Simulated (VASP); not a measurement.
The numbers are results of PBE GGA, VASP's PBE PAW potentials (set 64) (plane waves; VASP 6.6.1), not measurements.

VASP input:

File KPOINTS:
```
Automatic
0
gamma
  16 16 9
0 0 0
```

POSCAR:
```
Be
1
    1.1450000000    -1.9831980000     0.0000000000
    1.1450000000     1.9831980000     0.0000000000
    0.0000000000     0.0000000000     3.5800000000
Be
2
Direct
  0.3333330000   0.6666670000   0.2500000000
  0.6666670000   0.3333330000   0.7500000000
```

INCAR:
```
SYSTEM = Be
LWAVE = .False.
ISIF = 2   # forces and stress, cell fixed
ALGO = Normal
LREAL = .False.
LASPH = .True.
GGA = PE
PREC = Normal
LCHARG = .False.
ISMEAR = 1
NELM = 100   # most electronic steps
SIGMA = 0.1
EDIFF = 1E-6
ENCUT = 400
```

POTCAR, in this order: Be (PBE.64 set). Program: vasp_std.

Question: What will the output report for the number of irreducible k-points (NKPTS), number of bands (NBANDS), largest plane-wave count, number of space-group operations, FFT grid (NGX, NGY, NGZ)?

Answer: 
```yaml
number of irreducible k-points (NKPTS): 150
number of bands (NBANDS): 6
largest_plane_wave_count: 305
number_of_space_group_operations: 24
FFT grid (NGX, NGY, NGZ): 12 × 12 × 18
```

The compound is Be in the hcp structure. The cell was not relaxed at this level. The run is one of a series of settings (PREC = Normal against the base run), some of them coarse on purpose.
